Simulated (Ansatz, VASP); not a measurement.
# One calculation of Ga4TeAs, two programs

```
Ga Te As
1.0
     4.08952    0.00000    0.00000
     0.00000    4.08952    0.00000
     0.00000    0.00000    7.18760
Ga Te As
4 1 1
Direct
  0.50000 0.00000 0.00000
  0.00000 0.50000 0.00000
  0.00000 0.00000 0.27370
  0.00000 0.00000 0.72630
  0.50000 0.50000 0.50000
  0.00000 0.00000 0.00000
```

Change from the starting cell: species swapped into the AlTlF4 type (P4/mmm, No. 123).

Alike in both runs: task single point; functional PBE; k mesh 4 × 4 × 4; occupations gaussian, width 0.1 eV; no spin polarisation.

|  | VASP | Ansatz |
| --- | --- | --- |
| version | VASP 6.6.1 | Ansatz 0.2.0 |
| potentials or method | VASP PAW PBE potentials, release 64 (Ga_d, Te, As) | scalar-relativistic, plane waves, PAW |
| plane-wave cutoff (eV) | 520 | 420 |
| valence electrons in the cell | 63 | 83 |

```csv
,VASP,Ansatz,Ansatz less VASP
gap on the k mesh at the Fermi level (eV),none,none,-
rms of the force components (eV/Å),4.050,3.998,-0.0525
```

Atom by atom the forces differ by 0.052 eV/Å (rms over components). A gap of «none» marks a metal or a gap that the smearing closes. The two sets of potentials don't hold the same shells in valence.

Caveats: the k mesh is coarse (spacing up to 0.38 Å⁻¹), so the values aren't converged; forces of over 1 eV/Å show positions far from the minimum, so gaps and moduli don't describe the material at rest. The runs have no spin-orbit coupling, so splittings on Te are missing.
